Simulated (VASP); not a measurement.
Level of theory: LDA (Ceperley-Alder, Perdew-Zunger), VASP's LDA PAW potentials (set 64) (plane waves; VASP 6.6.1).

A VASP calculation is set up with these files.

**INCAR**
```
ALGO=Normal
EDIFF=1E-6
ENCUT=300
ISIF=2
ISMEAR=0
LASPH=.TRUE.
LCHARG=.FALSE.
LMAXMIX=4
LREAL=.FALSE.
LWAVE=.FALSE.
NELM=100
PREC=Accurate
SIGMA=0.05
SYSTEM=Pd
```

KPOINTS:
```
Automatic mesh
0
Gamma
6 6 2
0 0 0
```

### POSCAR
```
Pd
1
    2.7643920000     0.0000000000     0.0000000000
   -1.3821960000     2.3940330000     0.0000000000
    0.0000000000     0.0000000000     8.8944480000
Pd
4
Direct
  0.0000000000   0.0000000000   0.0000000000
  0.0000000000   0.0000000000   0.5000000000
  0.3333330000   0.6666670000   0.2500000000
  0.6666670000   0.3333330000   0.7500000000
```

POTCAR, in this order: Pd (LDA.64 set). Program: vasp_std.

What VASP printed:

**OUTCAR**
```
 ion  position               nearest neighbor table
   1  0.000  0.000  0.000-   3 2.74   4 2.74   3 2.74   4 2.74   4 2.74   3 2.74
   2  0.000  0.000  0.500-   3 2.74   4 2.74   3 2.74   4 2.74   4 2.74   3 2.74
   3  0.333  0.667  0.250-   1 2.74   2 2.74   1 2.74   2 2.74   1 2.74   2 2.74
   4  0.667  0.333  0.750-   1 2.74   2 2.74   1 2.74   2 2.74   1 2.74   2 2.74
  LATTYP: Found a hexagonal cell.
 ALAT       =     2.7643920000
 C/A-ratio  =     3.2175060556
 Subroutine PRICEL returns:
 Original cell was already a primitive cell.
 Subroutine GETGRP returns: Found 24 space group operations
The static configuration has the point symmetry D_3d.
 The point group associated with its full space group is D_6h.
The dynamic configuration has the point symmetry D_3d.
 Subroutine INISYM returns: Found 24 space group operations
 Subroutine IBZKPT returns following result:
 Found     14 irreducible k-points:

 Following reciprocal coordinates:
            Coordinates               Weight
  0.000000  0.000000  0.000000      1.000000
  0.166667 -0.000000  0.000000      6.000000
  0.333333 -0.000000  0.000000      6.000000
  0.500000  0.000000  0.000000      3.000000
  0.166667  0.166667  0.000000      6.000000
...
```

OSZICAR:
```
       N       E                     dE             d eps       ncg     rms          rms(c)
DAV:   1     0.178581147307E+03    0.17858E+03   -0.14767E+04   696   0.103E+03
DAV:   2    -0.236546337042E+02   -0.20224E+03   -0.19611E+03   816   0.277E+02
DAV:   3    -0.273160092416E+02   -0.36614E+01   -0.36376E+01   720   0.442E+01
DAV:   4    -0.273464451284E+02   -0.30436E-01   -0.30429E-01   712   0.374E+00
DAV:   5    -0.273469564580E+02   -0.51133E-03   -0.51133E-03   728   0.518E-01    0.162E+01
DAV:   6    -0.260620998723E+02    0.12849E+01   -0.44595E+00   680   0.171E+01    0.765E+00
DAV:   7    -0.260728199935E+02   -0.10720E-01   -0.54345E-01   704   0.637E+00    0.428E+00
DAV:   8    -0.261158029036E+02   -0.42983E-01   -0.17207E+00   712   0.126E+01    0.379E+00
DAV:   9    -0.259822246524E+02    0.13358E+00   -0.24521E-01   704   0.630E+00    0.876E-01
DAV:  10    -0.259786569793E+02    0.35677E-02   -0.36568E-02   696   0.150E+00    0.290E-01
DAV:  11    -0.259787000068E+02   -0.43027E-04   -0.69911E-04   704   0.262E-01    0.268E-01
DAV:  12    -0.259787992749E+02   -0.99268E-04   -0.32249E-05   752   0.488E-02    0.298E-01
DAV:  13    -0.259787489232E+02    0.50352E-04   -0.84599E-06   608   0.282E-02    0.279E-01
DAV:  14    -0.259803472304E+02   -0.15983E-02   -0.32328E-03   672   0.521E-01    0.987E-01
DAV:  15    -0.259786731757E+02    0.16741E-02   -0.38175E-03   712   0.517E-01    0.551E-01
DAV:  16    -0.259784120383E+02    0.26114E-03   -0.39257E-04   688   0.146E-01    0.322E-01
DAV:  17    -0.259783157070E+02    0.96331E-04   -0.81333E-05   672   0.537E-02    0.202E-01
DAV:  18    -0.259782609263E+02    0.54781E-04   -0.15724E-04   672   0.114E-01    0.742E-03
DAV:  19    -0.259782607605E+02    0.16583E-06   -0.28755E-06   448   0.146E-02
   1 F= -.25978261E+02 E0= -.25974637E+02  d E =-.724800E-02
```

**OUTCAR**
```
------------------------ aborting loop because EDIFF is reached ----------------------------------------
  FORCE on cell =-STRESS in cart. coord.  units (eV):
  Direction    XX          YY          ZZ          XY          YZ          ZX
  --------------------------------------------------------------------------------------
  Total       -3.6626781     -3.6626760     -1.9741505     -0.0000000      0.0000000      0.0000000
  in kB      -99.6920621    -99.6920040    -53.7331214     -0.0000000      0.0000000      0.0000000
  external PRESSURE =     -84.3723958 kB  Pullay stress =       0.0000000 kB
  volume of cell :       58.86
      direct lattice vectors                 reciprocal lattice vectors
     2.764392000  0.000000000  0.000000000     0.361743197  0.208852593  0.000000000
    -1.382196000  2.394033000  0.000000000     0.000000000  0.417705186  0.000000000
     0.000000000  0.000000000  8.894448000     0.000000000  0.000000000  0.112429686
 POSITION                                       TOTAL-FORCE (eV/Angst)
 -----------------------------------------------------------------------------------
      0.00000      0.00000      0.00000         0.000000      0.000000     -0.000000
      0.00000      0.00000      4.44722        -0.000000      0.000000     -0.000000
     -0.00000      1.59602      2.22361        -0.000000      0.000000      0.000000
      1.38220      0.79801      6.67084         0.000000      0.000000      0.000000
 -----------------------------------------------------------------------------------
    total drift:                                0.000000     -0.000000      0.000000
  FREE ENERGIE OF THE ION-ELECTRON SYSTEM (eV)
  ---------------------------------------------------
  free  energy   TOTEN  =       -25.9782607605 eV

  energy  without entropy=      -25.9710127632  energy(sigma->0) =      -25.97463676
```
(Selected blocks of OUTCAR.)

At this cut-off the stress carries a Pulay error, which pulls relaxed volumes low.

The structure was generated: Pd was put into an ordered model structure, which need not be its known phase. The cell was not relaxed at this level. The k-mesh is coarse (spacing up to 0.44 per Å, 2π included), so the numbers may not be converged in it. The run is one of a series of settings (KPOINTS 6×6×2 Γ-centred mesh against the base run), some of them coarse on purpose. VASP warned that the highest band is occupied, so more bands are needed.
